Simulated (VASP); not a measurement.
An input for Quantum ESPRESSO's pw.x (written as the equivalent of a VASP run, and not itself run):

```
&CONTROL
  calculation = 'scf'
  pseudo_dir = './pseudo'
  outdir = './out'
  tprnfor = .true.
  tstress = .true.
/
&SYSTEM
  ibrav = 0
  nat = 2
  ntyp = 2
  ecutwfc = 84
  occupations = 'tetrahedra'
  input_dft = 'pbesol'
/
&ELECTRONS
  conv_thr = 7.3e-09
  electron_maxstep = 100
/
ATOMIC_SPECIES
  Ti 47.867 Ti.upf
  Pt 195.084 Pt.upf
CELL_PARAMETERS angstrom
     3.1366533   -0.0000000    0.0000000
    -0.0000000    3.1366533   -0.0000000
     0.0000000    0.0000000    3.1366533
ATOMIC_POSITIONS crystal
  Ti   0.5000000  0.5000000  0.5000000
  Pt   0.0000000  0.0000000  0.0000000
K_POINTS automatic
  13 13 13 0 0 0
```

**Question.** Write the VASP files for the same calculation (PBEsol).

**Answer.** One answer among several that fit: 
### INCAR
```
SYSTEM = TiPt
PREC = Accurate
ENCUT = 400
EDIFF = 1E-7
NELM = 100
ALGO = Normal
LREAL = .FALSE.
LASPH = .TRUE.
ISMEAR = -5
GGA = PS
LMAXMIX = 6
LWAVE = .FALSE.
LCHARG = .TRUE.
LORBIT = 11
NEDOS = 601
ISIF = 2
```

### POSCAR
```
TiPt
1
    3.1366532687    -0.0000000000     0.0000000000
   -0.0000000000     3.1366532687    -0.0000000000
    0.0000000000     0.0000000000     3.1366532687
Ti Pt
1 1
Direct
  0.5000000000   0.5000000000   0.5000000000
  0.0000000000   0.0000000000   0.0000000000
```

File KPOINTS:
```
Regular mesh
0
gamma
13 13 13
0 0 0
```

POTCAR, in this order: Ti_sv Pt (PBE.64 set). Program: vasp_std.

Limits of the translation: the potentials are each code's own (VASP's PAW set, PseudoDojo norm-conserving files in pw.x), so ENCUT and ecutwfc are chosen apart and not converted; conv_thr bounds pw.x's estimated SCF error, while EDIFF bounds the energy change between steps.

The structure comes from a computed database's TiPt entry (Pm-3m); how it stands against other phases isn't given here. It was relaxed first.
